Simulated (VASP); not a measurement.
Consider the following.

```xyz
2
Lattice="0.0000 2.7108 2.7108 2.7108 0.0000 2.7108 2.7108 2.7108 0.0000" Properties=species:S:1:pos:R:3 pbc="T T T"
Zr     0.0000     0.0000     0.0000
C      2.7108     2.7108     2.7108
```

Computed with PBE GGA, VASP's PBE PAW potentials (set 64) (plane waves; VASP). Settings: 520 eV cut-off, 11×11×11 Γ-centred mesh, first-order Methfessel-Paxton smearing of 0.10 eV, potentials Zr_sv C.

Energy and stress use the plane-wave basis of the starting cell.

The ions, cell shape and volume are relaxed. Which structure does the run end with?

```xyz
2
Lattice="0.0000 2.3549 2.3549 2.3549 0.0000 2.3549 2.3549 2.3549 0.0000" Properties=species:S:1:pos:R:3 pbc="T T T"
Zr     0.0000     0.0000     0.0000
C      2.3549     2.3549     2.3549
```
Space group Fm-3m (225), at a tolerance of 0.03 Å.

How do energy and volume change from the first to the last step?

The energy (σ→0) changes by -1197.5 meV/atom and the volume by -34.4 %, in 5 ionic steps.

| step | E(σ→0) (eV) | max force (eV/Å) | pressure (GPa) | volume (Å³) |
|---|---|---|---|---|
| 1 | -17.0740 | 0.000 | -38.63 | 39.84 |
| 2 | -16.3210 | 0.000 | 169.49 | 18.07 |
| 3 | -19.4503 | 0.000 | -6.72 | 26.98 |
| 4 | -19.4666 | 0.000 | -2.45 | 26.42 |
| 5 | -19.4689 | 0.000 | 0.05 | 26.12 |

The structure was generated: ZrC was put into the rock salt type (Fm-3m), which need not be its known phase. This run relaxes it. Symmetry was kept, so distortions that lower it aren't found.
